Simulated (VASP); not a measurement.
# ZnCdSO: structure and properties in VASP, part 4 of 5

What structure does ZnCdSO take at this level, and what are its properties? The cell is invented: it takes the structure of a Materials Project entry for ZnCdSeS (space group 156 there), with some of its atoms replaced by other elements, volume scaled by an estimate. It may not be a known or stable phase.

VASP 6.6.1, plane waves and PAW; the level of theory is named at each step.

So far, gap on the k-mesh (eV): step 2 (rough relaxation of the start cell, r2SCAN) 0.643; step 3 (full relaxation (r2SCAN)) 0.620; step 4 (density, ELF and potential (r2SCAN)) 0.619; step 6 (density of states (r2SCAN)) 0.621; step 7 (a semilocal run for the hybrid's start, PBE) 0.224.

### Step 8. Band structure (HSE06)

This step: HSE06; plane waves and PAW (Cd, Zn, S, O); invented cell (VASP 6.6.1).

HSE06 mixes in a quarter of exact exchange at short range, at far higher cost; in semiconductors this cures much of the gap error, while metals seldom gain.

INCAR

```
SYSTEM = ZnCdSO
PREC = Accurate
ENCUT = 520
EDIFF = 1E-06
NELM = 100
ISMEAR = 0
SIGMA = 0.05
LREAL = .FALSE.
ALGO = Normal
LHFCALC = .TRUE.
AEXX = 0.25
GGA = PE
HFSCREEN = 0.2
LASPH = .TRUE.
NBANDS = 24
PRECFOCK = Fast
LORBIT = 11
LWAVE = .FALSE.
LCHARG = .FALSE.
KPAR = 2
```

POSCAR

```
ZnCdSO
1.0
    3.7355713009      0.0000000000      0.0000000000
   -1.8677856505      3.2350998977      0.0000000000
    0.0000000000      0.0000000000      5.9552773176
Cd Zn S O
1 1 1 1
Direct
    0.0000000000      0.0000000000      0.4654295487
    0.3333333300      0.6666666700      0.0314759406
    0.0000000000      0.0000000000      0.8949359676
    0.3333333300      0.6666666700      0.3601585432
```

KPOINTS

```
Automatic mesh
0
Gamma
4 4 3
0 0 0
```

KPOINTS_OPT

```
Line mode
6
Line-mode
Reciprocal
  0.00000000   0.00000000   0.00000000 GAMMA
  0.50000000   0.00000000   0.00000000 M

  0.50000000   0.00000000   0.00000000 M
  0.33333333   0.33333333   0.00000000 K

  0.33333333   0.33333333   0.00000000 K
  0.00000000   0.00000000   0.00000000 GAMMA

  0.00000000   0.00000000   0.00000000 GAMMA
  0.00000000   0.00000000   0.50000000 A

  0.00000000   0.00000000   0.50000000 A
  0.50000000   0.00000000   0.50000000 L

  0.50000000   0.00000000   0.50000000 L
  0.33333333   0.33333333   0.50000000 H

  0.33333333   0.33333333   0.50000000 H
  0.00000000   0.00000000   0.50000000 A

  0.50000000   0.00000000   0.50000000 L
  0.50000000   0.00000000   0.00000000 M

  0.33333333   0.33333333   0.00000000 K
  0.33333333   0.33333333   0.50000000 H
```

PAW data sets: Cd, Zn, S and O (PBE family, release 64).

The run starts from files that an earlier step left in the folder.

The run is started by

```console
mpirun -np 2 vasp_std
```

Log:

```text
[banner, memory and clock lines left out]
running    2 mpi-ranks, on    1 nodes
 distrk:  each k-point on    1 cores,    2 groups
 distr:  one band on    1 cores,    1 groups

 POSCAR found type information on POSCAR CdZnS O
 POSCAR found :  4 types and       4 ions
 LDA part: xc-table for (Slater+PW92), standard interpolation
 found WAVECAR, reading the header
 POSCAR, INCAR and KPOINTS ok, starting setup
 FFT: planning ... GRIDC
 FFT: planning ... GRID_SOFT
 FFT: planning ... GRID
 reading WAVECAR
 the WAVECAR file was read successfully
 initial charge from wavefunction
 entering main loop
       N       E                     dE             d eps       ncg     rms          rms(c)
DAV:   1    -0.184916210764E+02   -0.18492E+02   -0.10912E+00   496   0.271E+01    0.221E+00
DAV:   2    -0.184765123548E+02    0.15109E-01   -0.33276E-01   536   0.123E+01    0.124E+00
DAV:   3    -0.184770041276E+02   -0.49177E-03   -0.42825E-02   528   0.272E+00    0.788E-01
DAV:   4    -0.184766168240E+02    0.38730E-03   -0.36432E-03   536   0.686E-01    0.450E-01
DAV:   5    -0.184764186867E+02    0.19814E-03   -0.77588E-04   528   0.239E-01    0.260E-01
DAV:   6    -0.184763480988E+02    0.70588E-04   -0.65622E-05   512   0.927E-02    0.154E-01
DAV:   7    -0.184763260348E+02    0.22064E-04   -0.32214E-05   496   0.453E-02    0.899E-02
DAV:   8    -0.184763201510E+02    0.58839E-05   -0.86399E-06   488   0.246E-02    0.522E-02
DAV:   9    -0.184763178323E+02    0.23186E-05   -0.24441E-06   472   0.131E-02    0.302E-02
DAV:  10    -0.184763170829E+02    0.74940E-06   -0.62181E-07   288   0.624E-03
   1 F= -.18476317E+02 E0= -.18476317E+02  d E =-.148195E-16
 Start KPOINTS_OPT (optional k-point list driver)
k-point batch [1-9\54]
       N       E                     dE             ncg
DAV:   1     0.105246670144E+04   -0.58719E+04      432
DAV:   2    -0.171487966716E+04   -0.27673E+04      488
DAV:   3    -0.196376599448E+04   -0.24889E+03      504
DAV:   4    -0.197047259349E+04   -0.67066E+01      544
DAV:   5    -0.197055186883E+04   -0.79275E-01      528
DAV:   6    -0.197055321256E+04   -0.13437E-02      504
DAV:   7    -0.197055324393E+04   -0.31368E-04      504
DAV:   8    -0.197055324485E+04   -0.91711E-06      376
[...]
k-point batch [46-54\54]
       N       E                     dE             ncg
DAV:   1     0.102586695836E+04   -0.10540E+05      432
DAV:   2    -0.175916978257E+04   -0.27850E+04      464
DAV:   3    -0.200916734149E+04   -0.25000E+03      536
DAV:   4    -0.201618999496E+04   -0.70227E+01      512
DAV:   5    -0.201626820736E+04   -0.78212E-01      528
DAV:   6    -0.201626943754E+04   -0.12302E-02      504
DAV:   7    -0.201626946283E+04   -0.25291E-04      504
DAV:   8    -0.201626946351E+04   -0.67927E-06      360
```

It took 12 min on 2 MPI ranks of Intel Xeon 6975P-C (Granite Rapids), shared host; peak memory 0.65 GiB; 23 min of CPU time.

OUTCAR, selected parts (step 8):

```text
   k-points           NKPTS =      9   k-points in BZ     NKDIM =     48   number of bands    NBANDS=     24

   NELECT =      36.0000    total number of electrons

  exchange ACFDT corr.  =         0.00000000  see jH, gK, PRB 81, 115126

 E-fermi :   1.0748

 k-point     1 :       0.0000    0.0000    0.0000
  band No.  band energies     occupation
    ...
     14      -0.6783      2.00000
     15      -0.6783      2.00000
     16       0.1895      2.00000
     17       0.7919      2.00000
     18       0.7919      2.00000
     19       2.1885      0.00000
     20       5.9868      0.00000
     21       9.5281      0.00000
     22       9.5281      0.00000
     23      10.1295      0.00000
    ...

 POSITION                                       TOTAL-FORCE (eV/Angst)
 -----------------------------------------------------------------------------------
      0.00000      0.00000      2.77176        -0.000000      0.000000      0.026720
     -0.00000      2.15673      0.18745        -0.000000      0.000000      0.003742
      0.00000      0.00000      5.32959        -0.000000      0.000000     -0.127918
     -0.00000      2.15673      2.14484         0.000000     -0.000000      0.097456
 -----------------------------------------------------------------------------------
    total drift:                                0.000017     -0.000020      0.000423

  FREE ENERGIE OF THE ION-ELECTRON SYSTEM (eV)
  ---------------------------------------------------
  free  energy   TOTEN  =       -18.4763170829 eV

  energy  without entropy=      -18.4763170829  energy(sigma->0) =      -18.47631708

[... 7 parts as in an earlier step ...]

[... 9 further parts left out ...]
```

The k-mesh is coarse for exact exchange; levels may shift by about 0.1 eV on a finer one.

This step gave:

| Property | Result |
| --- | --- |
| SCF cycles | 10 |
| free energy (TOTEN) | -18.48 eV |
| Fermi energy | 1.075 eV |
| least gap on mesh and path | 1.396 eV |
| least direct gap on mesh and path | 1.397 eV |

The electronic bands at the labelled points (eV, zero at the valence-band top; v1 is the highest filled band, c1 the lowest empty one):

| point | v4 | v3 | v2 | v1 | c1 | c2 | c3 | c4 |
| --- | --- | --- | --- | --- | --- | --- | --- | --- |
| Γ | -1.47 | -0.60 | 0.00 | 0.00 | 1.40 | 5.19 | 8.74 | 8.74 |
| 0.40 of the way | -1.87 | -1.74 | -0.84 | -0.39 | 2.80 | 6.37 | 8.06 | 8.92 |
| M | -3.20 | -2.62 | -1.79 | -1.02 | 5.38 | 5.70 | 6.58 | 7.57 |
| 0.60 of the way | -3.48 | -2.80 | -2.00 | -1.77 | 5.98 | 6.56 | 7.44 | 7.90 |
| K | -3.75 | -2.53 | -2.24 | -2.13 | 6.32 | 6.52 | 8.05 | 8.30 |
| 0.60 of the way | -2.35 | -1.79 | -0.94 | -0.62 | 3.15 | 6.97 | 7.85 | 8.28 |
| Γ | -1.47 | -0.60 | 0.00 | 0.00 | 1.40 | 5.19 | 8.74 | 8.74 |
| 0.40 of the way | -1.43 | -1.30 | -0.03 | -0.03 | 2.21 | 5.20 | 8.50 | 8.73 |
| A | -1.36 | -1.36 | -0.10 | -0.10 | 3.80 | 5.08 | 6.78 | 8.73 |
| 0.40 of the way | -1.72 | -1.68 | -1.41 | -0.58 | 4.46 | 6.02 | 7.08 | 8.19 |
| L | -2.31 | -2.21 | -1.34 | -1.22 | 4.71 | 5.49 | 7.28 | 7.97 |
| 0.40 of the way | -2.71 | -2.22 | -1.82 | -1.10 | 5.05 | 6.27 | 7.44 | 8.05 |
| H | -3.43 | -2.82 | -2.02 | -0.97 | 6.16 | 6.57 | 7.25 | 8.28 |
| 0.60 of the way | -1.95 | -1.72 | -1.43 | -0.87 | 4.64 | 6.37 | 7.23 | 8.18 |
| A | -1.36 | -1.36 | -0.10 | -0.10 | 3.80 | 5.08 | 6.78 | 8.73 |
| jump to L | -2.31 | -2.21 | -1.34 | -1.22 | 4.71 | 5.49 | 7.28 | 7.97 |
| 0.40 of the way | -2.55 | -2.43 | -1.35 | -1.21 | 4.84 | 5.58 | 6.80 | 8.53 |
| M | -3.20 | -2.62 | -1.79 | -1.02 | 5.38 | 5.70 | 6.58 | 7.57 |
| jump to K | -3.75 | -2.53 | -2.24 | -2.13 | 6.32 | 6.52 | 8.05 | 8.30 |
| 0.60 of the way | -3.73 | -2.50 | -2.20 | -1.35 | 6.55 | 6.62 | 6.70 | 8.81 |
| H | -3.43 | -2.82 | -2.02 | -0.97 | 6.16 | 6.57 | 7.25 | 8.28 |

Of the projections kept (Cd, Zn, S, O), the largest for each band there; the rest of the weight can lie on other orbitals:

| point | v4 | v3 | v2 | v1 | c1 | c2 | c3 | c4 |
| --- | --- | --- | --- | --- | --- | --- | --- | --- |
| Γ | O 0.71 | O 0.47 | S 0.67 | S 0.67 | Cd 0.59 | Zn 0.58 | Zn 0.91 | Zn 0.91 |
| M | O 0.37 | O 0.62 | S 0.39 | S 0.51 | Cd 0.44 | Zn 0.55 | Zn 0.32 | O 0.41 |
| K | O 0.62 | O 0.63 | S 0.71 | O 0.44 | Cd 0.55 | Cd 0.47 | Zn 0.56 | O 0.44 |
| Γ | O 0.71 | O 0.47 | S 0.67 | S 0.67 | Cd 0.59 | Zn 0.58 | Zn 0.91 | Zn 0.91 |
| A | O 0.77 | O 0.77 | S 0.74 | S 0.74 | Cd 0.49 | Zn 0.46 | Cd 0.44 | Zn 0.92 |
| L | O 0.74 | O 0.63 | S 0.66 | S 0.52 | Cd 0.40 | Zn 0.59 | Cd 0.54 | Cd 0.48 |

Force by atom:

| atom | x (eV/Å) | y (eV/Å) | z (eV/Å) | size |
| --- | --- | --- | --- | --- |
| Cd1 | 0.000 | 0.000 | 0.027 | 0.027 |
| Zn2 | 0.000 | 0.000 | 0.004 | 0.004 |
| S3 | 0.000 | 0.000 | -0.128 | 0.128 |
| O4 | 0.000 | 0.000 | 0.097 | 0.097 |

The gap moves by +0.78 eV against r2SCAN, which ran on another mesh.

### Step 9. Volume scan with r2SCAN

This step: r2SCAN; plane waves and PAW (Cd, Zn, S, O); invented cell (VASP 6.6.1).

An equation of state needs energies on both sides of the minimum, all on one mesh and cutoff.

INCAR

```
SYSTEM = ZnCdSO
PREC = Accurate
ENCUT = 520
EDIFF = 1E-06
NELM = 100
ISMEAR = 0
SIGMA = 0.05
LREAL = .FALSE.
ALGO = Normal
METAGGA = R2SCAN
LASPH = .TRUE.
NBANDS = 24
LORBIT = 11
LWAVE = .FALSE.
LCHARG = .FALSE.
KPAR = 2
ISIF = 2
```

POSCAR

```
ZnCdSO
1.0
    3.6593137545      0.0000000000      0.0000000000
   -1.8296568773      3.1690589201      0.0000000000
    0.0000000000      0.0000000000      5.8337069339
Cd Zn S O
1 1 1 1
Direct
    0.0000000000      0.0000000000      0.4654295487
    0.3333333300      0.6666666700      0.0314759406
    0.0000000000      0.0000000000      0.8949359676
    0.3333333300      0.6666666700      0.3601585432
```

KPOINTS

```
Automatic mesh
0
Gamma
7 7 4
0 0 0
```

The run is started by

```console
mpirun -np 2 vasp_std
```

Log:

```text
[... set-up lines as in an earlier step ...]
 entering main loop
       N       E                     dE             d eps       ncg     rms          rms(c)
DAV:   1     0.245364259143E+03    0.24536E+03   -0.18313E+04  1344   0.176E+03
DAV:   2    -0.349276720899E+02   -0.28029E+03   -0.26804E+03  1464   0.408E+02
DAV:   3    -0.575666160401E+02   -0.22639E+02   -0.22480E+02  1672   0.120E+02
DAV:   4    -0.578815357805E+02   -0.31492E+00   -0.31482E+00  1472   0.149E+01
DAV:   5    -0.578851112754E+02   -0.35755E-02   -0.35753E-02  1720   0.151E+00    0.139E+01
DAV:   6    -0.470645508603E+02    0.10821E+02   -0.76789E+00  1760   0.608E+01    0.126E+01
DAV:   7    -0.473232985863E+02   -0.25875E+00   -0.36579E+00  1344   0.170E+01    0.797E+00
DAV:   8    -0.474054592484E+02   -0.82161E-01   -0.11210E+00  1704   0.107E+01    0.331E+00
DAV:   9    -0.473163328243E+02    0.89126E-01   -0.36195E-01  1528   0.634E+00    0.109E+00
DAV:  10    -0.473149719567E+02    0.13609E-02   -0.13792E-01  1464   0.335E+00    0.509E-01
DAV:  11    -0.473118899267E+02    0.30820E-02   -0.14917E-02  1584   0.105E+00    0.199E-01
DAV:  12    -0.473118515793E+02    0.38347E-04   -0.29567E-03  1384   0.392E-01    0.710E-02
DAV:  13    -0.473119706433E+02   -0.11906E-03   -0.44321E-04  1832   0.204E-01    0.682E-02
DAV:  14    -0.473119090081E+02    0.61635E-04   -0.25425E-04  1680   0.134E-01    0.270E-02
DAV:  15    -0.473119067484E+02    0.22597E-05   -0.34932E-05  1376   0.425E-02    0.558E-03
DAV:  16    -0.473119076610E+02   -0.91260E-06   -0.10708E-06  1120   0.163E-02
   1 F= -.47311908E+02 E0= -.47311908E+02  d E =-.277438E-16
```

Run time: 43 s. Hardware: 2 MPI ranks; peak memory 0.43 GiB.

From OUTCAR (step 9):

```text
   ENCUT  =  520.0 eV  38.22 Ry    6.18 a.u.   6.80  6.80 10.85*2*pi/ulx,y,z

   NELECT =      36.0000    total number of electrons

 E-fermi :   2.1381

 k-point     1 :       0.0000    0.0000    0.0000
  band No.  band energies     occupation
    ...
     14       0.4760      2.00000
     15       0.4760      2.00000
     16       1.3103      2.00000
     17       1.8643      2.00000
     18       1.8643      2.00000
     19       2.5199      0.00000
     20       6.4715      0.00000
     21       9.7135      0.00000
     22       9.7136      0.00000
     23      10.4713      0.00000
    ...

  Total        2.7392332      2.7392336      2.7960418     -0.0000000      0.0000000      0.0000000
  in kB       64.8731543     64.8731645     66.2185516     -0.0000000      0.0000000      0.0000000
  external PRESSURE =      65.3216235 kB  Pullay stress =       0.0000000 kB

 POSITION                                       TOTAL-FORCE (eV/Angst)
 -----------------------------------------------------------------------------------
      0.00000      0.00000      2.71518         0.000000     -0.000000      0.107755
     -0.00000      2.11271      0.18362        -0.000000      0.000000     -0.202590
      0.00000      0.00000      5.22079         0.000000     -0.000000     -0.113977
     -0.00000      2.11271      2.10106        -0.000000      0.000000      0.208811
 -----------------------------------------------------------------------------------
    total drift:                                0.000003     -0.000011      0.013214

  FREE ENERGIE OF THE ION-ELECTRON SYSTEM (eV)
  ---------------------------------------------------
  free  energy   TOTEN  =       -47.3119076610 eV

  energy  without entropy=      -47.3119076610  energy(sigma->0) =      -47.31190766

[... 3 parts as in an earlier step ...]

[... 13 further parts left out ...]
```

The scan keeps the cell's shape and the fractional positions fixed.

Numbers from this step:

- SCF cycles: 16
- irreducible k-points: 28
- free energy (TOTEN): -47.31 eV
- Fermi energy: 2.138 eV
- pressure: 6.532 GPa
- gap on the k-mesh: 0.6556 eV
- least direct gap on the k-mesh: 0.6556 eV

Force by atom:

| atom | x (eV/Å) | y (eV/Å) | z (eV/Å) | size |
| --- | --- | --- | --- | --- |
| Cd1 | 0.000 | 0.000 | 0.108 | 0.108 |
| Zn2 | 0.000 | 0.000 | -0.203 | 0.203 |
| S3 | 0.000 | 0.000 | -0.114 | 0.114 |
| O4 | 0.000 | 0.000 | 0.209 | 0.209 |

The pressure here is 6.53 GPa.

### Step 10. Volume scan with r2SCAN (run 2)

INCAR is that of step 9.

POSCAR

```
ZnCdSO
1.0
    3.6850844187      0.0000000000      0.0000000000
   -1.8425422094      3.1913769717      0.0000000000
    0.0000000000      0.0000000000      5.8747907307
Cd Zn S O
1 1 1 1
Direct
    0.0000000000      0.0000000000      0.4654295487
    0.3333333300      0.6666666700      0.0314759406
    0.0000000000      0.0000000000      0.8949359676
    0.3333333300      0.6666666700      0.3601585432
```

KPOINTS is that of step 9.

The run is started by

```console
mpirun -np 2 vasp_std
```

Log:

```text
[... set-up lines as in an earlier step ...]
 entering main loop
       N       E                     dE             d eps       ncg     rms          rms(c)
DAV:   1     0.243458308407E+03    0.24346E+03   -0.18334E+04  1344   0.176E+03
DAV:   2    -0.350871214092E+02   -0.27855E+03   -0.26608E+03  1464   0.405E+02
DAV:   3    -0.576427848918E+02   -0.22556E+02   -0.22399E+02  1640   0.120E+02
DAV:   4    -0.579526206229E+02   -0.30984E+00   -0.30974E+00  1496   0.148E+01
DAV:   5    -0.579562009667E+02   -0.35803E-02   -0.35801E-02  1712   0.149E+00    0.134E+01
DAV:   6    -0.471066418706E+02    0.10850E+02   -0.77112E+00  1744   0.611E+01    0.122E+01
DAV:   7    -0.473690479950E+02   -0.26241E+00   -0.36074E+00  1360   0.166E+01    0.777E+00
DAV:   8    -0.474540513024E+02   -0.85003E-01   -0.11274E+00  1704   0.104E+01    0.323E+00
DAV:   9    -0.473644309116E+02    0.89620E-01   -0.36895E-01  1536   0.618E+00    0.109E+00
DAV:  10    -0.473629368620E+02    0.14940E-02   -0.13460E-01  1472   0.326E+00    0.505E-01
DAV:  11    -0.473599581730E+02    0.29787E-02   -0.14551E-02  1568   0.103E+00    0.189E-01
DAV:  12    -0.473599951244E+02   -0.36951E-04   -0.27773E-03  1416   0.382E-01    0.718E-02
DAV:  13    -0.473601251449E+02   -0.13002E-03   -0.36703E-04  1824   0.192E-01    0.695E-02
DAV:  14    -0.473600553515E+02    0.69793E-04   -0.27828E-04  1696   0.138E-01    0.259E-02
DAV:  15    -0.473600529189E+02    0.24327E-05   -0.36031E-05  1408   0.434E-02    0.578E-03
DAV:  16    -0.473600538307E+02   -0.91185E-06   -0.11568E-06  1112   0.153E-02
   1 F= -.47360054E+02 E0= -.47360054E+02  d E =-.895289E-17
```

It took 42 s on 2 MPI ranks; peak memory 0.43 GiB.

OUTCAR, selected parts (step 10):

```text
   ENCUT  =  520.0 eV  38.22 Ry    6.18 a.u.   6.85  6.85 10.92*2*pi/ulx,y,z

   NELECT =      36.0000    total number of electrons

 E-fermi :   1.9436

 k-point     1 :       0.0000    0.0000    0.0000
  band No.  band energies     occupation
    ...
     14       0.3157      2.00000
     15       0.3157      2.00000
     16       1.1299      2.00000
     17       1.6648      2.00000
     18       1.6648      2.00000
     19       2.3096      0.00000
     20       6.2038      0.00000
     21       9.5198      0.00000
     22       9.5200      0.00000
     23      10.1940      0.00000
    ...

  Total        1.7574691      1.7574693      1.7805087     -0.0000000      0.0000000      0.0000000
  in kB       40.7549460     40.7549524     41.2892252     -0.0000000      0.0000000      0.0000000
  external PRESSURE =      40.9330412 kB  Pullay stress =       0.0000000 kB

 POSITION                                       TOTAL-FORCE (eV/Angst)
 -----------------------------------------------------------------------------------
      0.00000      0.00000      2.73430         0.000000     -0.000000      0.067404
     -0.00000      2.12758      0.18491        -0.000000     -0.000000     -0.129428
      0.00000      0.00000      5.25756         0.000000     -0.000000     -0.075031
     -0.00000      2.12758      2.11586        -0.000000      0.000000      0.137054
 -----------------------------------------------------------------------------------
    total drift:                                0.000007     -0.000014      0.025722

  FREE ENERGIE OF THE ION-ELECTRON SYSTEM (eV)
  ---------------------------------------------------
  free  energy   TOTEN  =       -47.3600538307 eV

  energy  without entropy=      -47.3600538307  energy(sigma->0) =      -47.36005383

[... 3 parts as in an earlier step ...]

[... 13 further parts left out ...]
```

Numbers from this step:

```yaml
free_energy_toten: -47.36 eV
fermi_energy: 1.944 eV
pressure: 4.093 GPa
gap_on_the_k_mesh: 0.6448 eV
least_direct_gap_on_the_k_mesh: 0.6448 eV
```

Force by atom:

| atom | x (eV/Å) | y (eV/Å) | z (eV/Å) | size |
| --- | --- | --- | --- | --- |
| Cd1 | 0.000 | 0.000 | 0.067 | 0.067 |
| Zn2 | 0.000 | 0.000 | -0.129 | 0.129 |
| S3 | 0.000 | 0.000 | -0.075 | 0.075 |
| O4 | 0.000 | 0.000 | 0.137 | 0.137 |

The pressure falls from 6.53 to 4.09 GPa.

The run ends at a pressure of 4.09 GPa, with forces up to 0.14 eV/Å.

[end of part 4 of 5]

[Lines on the potential files, build, host, timing and source positions are cut from VASP's logs without a mark.]

[Logs are printed without paths, hosts, clocks, repeated set-up lines and the standing remarks that a program may print on its own settings, such as how far it seeks lower states.]

[Hosts, paths, dates, database ids (printed as entryN), source tags and the programs' standing remarks are cut or masked in the printed files.]

[A measured line is paired with the nearest computed mode of its activity, which favours agreement.]
